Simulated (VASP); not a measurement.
These are r2SCAN+rVV10, VASP's PBE PAW potentials (set 64) (plane waves; VASP 6.6.1) values and carry that method's errors.

A VASP calculation is set up with these files.

File POSCAR:
```
CaO
1
    0.0000000000     2.4050000000     2.4050000000
    2.4050000000     0.0000000000     2.4050000000
    2.4050000000     2.4050000000     0.0000000000
Ca O
1 1
Direct
  0.0000000000   0.0000000000   0.0000000000
  0.5000000000   0.5000000000   0.5000000000
```

**KPOINTS**
```
Automatic mesh
0
G
9 9 9
```

### INCAR
```
SYSTEM = CaO
PREC = Accurate; ENCUT = 520; LREAL = .False.
LASPH = .True.
EDIFF = 1E-6; NELM = 100; ALGO = Normal
LMIXTAU = .True.
ISMEAR = 0; SIGMA = 0.05
METAGGA = R2SCAN; LUSE_VDW = .True.; BPARAM = 11.95
CPARAM = 0.0093
IBRION = 2; NSW = 60; ISIF = 3
EDIFFG = -0.01
LWAVE = .False.; LCHARG = .False.
```

POTCAR, in this order: Ca_sv O (PBE.64 set). Program: vasp_std.

The resulting files:

**OUTCAR**
```
 ion  position               nearest neighbor table
   1  0.000  0.000  0.000-   2 2.40   2 2.40   2 2.40   2 2.40   2 2.40   2 2.40
   2  0.500  0.500  0.500-   1 2.40   1 2.40   1 2.40   1 2.40   1 2.40   1 2.40
  LATTYP: Found a face centered cubic cell.
 ALAT       =     4.8100000000
 Subroutine PRICEL returns:
 Original cell was already a primitive cell.
 Subroutine GETGRP returns: Found 48 space group operations
The static configuration has the point symmetry O_h .
The dynamic configuration has the point symmetry O_h .
 Subroutine INISYM returns: Found 48 space group operations
 Subroutine IBZKPT returns following result:
 Found     35 irreducible k-points:

 Following reciprocal coordinates:
            Coordinates               Weight
  0.000000  0.000000  0.000000      1.000000
  0.111111  0.000000  0.000000      8.000000
  0.222222  0.000000  0.000000      8.000000
  0.333333  0.000000  0.000000      8.000000
  0.444444  0.000000  0.000000      8.000000
  0.111111  0.111111  0.000000      6.000000
  0.222222  0.111111  0.000000     24.000000
  0.333333  0.111111  0.000000     24.000000
  0.444444  0.111111  0.000000     24.000000
...
```

### OSZICAR
```
       N       E                     dE             d eps       ncg     rms          rms(c)
DAV:   1     0.128423673340E+03    0.12842E+03   -0.88339E+03   848   0.138E+03
DAV:   2    -0.177886187401E+02   -0.14621E+03   -0.13902E+03   960   0.344E+02
DAV:   3    -0.246279181821E+02   -0.68393E+01   -0.67854E+01  1100   0.796E+01
DAV:   4    -0.248376404428E+02   -0.20972E+00   -0.20952E+00  1188   0.125E+01
DAV:   5    -0.248410289801E+02   -0.33885E-02   -0.33882E-02  1076   0.141E+00    0.761E+00
DAV:   6    -0.190630281140E+02    0.57780E+01   -0.55020E+00  1008   0.308E+01    0.277E+00
DAV:   7    -0.191327152221E+02   -0.69687E-01   -0.14467E+00  1164   0.119E+01    0.232E+00
DAV:   8    -0.199965359659E+02   -0.86382E+00   -0.18330E+00  1104   0.148E+01    0.226E+00
DAV:   9    -0.189382973753E+02    0.10582E+01   -0.85051E-01  1208   0.107E+01    0.244E-01
DAV:  10    -0.190345417256E+02   -0.96244E-01   -0.68875E-02  1000   0.312E+00    0.120E-01
DAV:  11    -0.190347018113E+02   -0.16009E-03   -0.12161E-03  1152   0.337E-01    0.116E-01
DAV:  12    -0.190341667730E+02    0.53504E-03   -0.16070E-04  1020   0.156E-01    0.139E-01
DAV:  13    -0.190329134332E+02    0.12533E-02   -0.67188E-03   848   0.102E+00    0.162E-01
DAV:  14    -0.190353630075E+02   -0.24496E-02   -0.26905E-03   856   0.594E-01    0.223E-01
DAV:  15    -0.190344420595E+02    0.92095E-03   -0.21671E-03   872   0.395E-01    0.115E-01
DAV:  16    -0.190344850197E+02   -0.42960E-04   -0.72130E-05   876   0.105E-01    0.114E-01
DAV:  17    -0.190344387041E+02    0.46316E-04   -0.12994E-04   860   0.141E-01    0.722E-02
DAV:  18    -0.190344111219E+02    0.27582E-04   -0.19263E-04   944   0.126E-01    0.196E-02
DAV:  19    -0.190344081290E+02    0.29929E-05   -0.15056E-05  1052   0.467E-02    0.724E-03
DAV:  20    -0.190344086050E+02   -0.47601E-06   -0.15725E-06   832   0.135E-02
   1 F= -.19034409E+02 E0= -.19034409E+02  d E =-.190344E+02
       N       E                     dE             d eps       ncg     rms          rms(c)
DAV:   1    -0.190543298197E+02   -0.19922E-01   -0.49947E-01   864   0.884E+00    0.909E-01
DAV:   2    -0.190374828200E+02    0.16847E-01   -0.56418E-02   936   0.242E+00    0.348E-01
DAV:   3    -0.190354045430E+02    0.20783E-02   -0.53604E-03  1424   0.101E+00    0.132E-01
DAV:   4    -0.190350134194E+02    0.39112E-03   -0.22667E-03  1412   0.584E-01    0.389E-02
DAV:   5    -0.190350827608E+02   -0.69341E-04   -0.67364E-05  1028   0.110E-01    0.306E-02
DAV:   6    -0.190351049932E+02   -0.22232E-04   -0.46739E-05  1344   0.720E-02    0.230E-02
DAV:   7    -0.190351961355E+02   -0.91142E-04   -0.12148E-04  1288   0.107E-01    0.677E-03
DAV:   8    -0.190352023441E+02   -0.62087E-05   -0.28801E-05   936   0.724E-02    0.354E-03
DAV:   9    -0.190351971417E+02    0.52024E-05   -0.11685E-05   840   0.429E-02    0.137E-03
DAV:  10    -0.190352017831E+02   -0.46414E-05   -0.12960E-06   592   0.154E-02    0.809E-04
DAV:  11    -0.190352011316E+02    0.65150E-06   -0.94991E-08   420   0.406E-03
   2 F= -.19035201E+02 E0= -.19035201E+02  d E =-.792527E-03
       N       E                     dE             d eps       ncg     rms          rms(c)
DAV:   1    -0.190365717583E+02   -0.13700E-02   -0.32514E-02   848   0.227E+00    0.231E-01
DAV:   2    -0.190354742642E+02    0.10975E-02   -0.37054E-03   944   0.617E-01    0.890E-02
DAV:   3    -0.190353641139E+02    0.11015E-03   -0.35141E-04  1412   0.257E-01    0.340E-02
DAV:   4    -0.190353229191E+02    0.41195E-04   -0.15270E-04  1396   0.151E-01    0.101E-02
DAV:   5    -0.190353298726E+02   -0.69535E-05   -0.44194E-06  1024   0.283E-02    0.816E-03
DAV:   6    -0.190353241801E+02    0.56925E-05   -0.21621E-06   968   0.168E-02    0.617E-03
DAV:   7    -0.190353325367E+02   -0.83565E-05   -0.10517E-05  1308   0.283E-02    0.215E-03
DAV:   8    -0.190353285635E+02    0.39732E-05   -0.16866E-06   624   0.183E-02    0.785E-04
DAV:   9    -0.190353306660E+02   -0.21026E-05   -0.77662E-07   560   0.111E-02    0.209E-04
DAV:  10    -0.190353298431E+02    0.82296E-06   -0.97583E-08   420   0.368E-03
   3 F= -.19035330E+02 E0= -.19035330E+02  d E =-.921238E-03
```

File OUTCAR:
```
------------------------ aborting loop because EDIFF is reached ----------------------------------------
  FORCE on cell =-STRESS in cart. coord.  units (eV):
  Direction    XX          YY          ZZ          XY          YZ          ZX
  --------------------------------------------------------------------------------------
  Total        0.0051957      0.0051957      0.0051957      0.0000000      0.0000000     -0.0000000
  in kB        0.3021254      0.3021254      0.3021254      0.0000000      0.0000000     -0.0000000
  external PRESSURE =       0.3021254 kB  Pullay stress =       0.0000000 kB
  volume of cell :       27.55
      direct lattice vectors                 reciprocal lattice vectors
     0.000000000  2.397241882  2.397241882    -0.208573029  0.208573029  0.208573029
     2.397241882  0.000000000  2.397241882     0.208573029 -0.208573029  0.208573029
     2.397241882  2.397241882  0.000000000     0.208573029  0.208573029 -0.208573029
  FREE ENERGIE OF THE ION-ELECTRON SYSTEM (eV)
  ---------------------------------------------------
  free  energy   TOTEN  =       -19.0353298431 eV

  energy  without entropy=      -19.0353298431  energy(sigma->0) =      -19.03532984

 reached required accuracy - stopping structural energy minimisation
```
(Selected blocks of OUTCAR.)

### CONTCAR
```
CaO
   1.00000000000000
     0.0000000000000000    2.3972418824883439    2.3972418824883439
     2.3972418824883439    0.0000000000000000    2.3972418824883439
     2.3972418824883439    2.3972418824883439    0.0000000000000000
  Ca              O
     1     1
Direct
     0.0000000000000000    0.0000000000000000    0.0000000000000000
     0.5000000000000000    0.5000000000000000    0.5000000000000000
```

The compound is CaO in the rock salt structure. This run relaxes it. Symmetry was kept, so distortions that lower it aren't found.
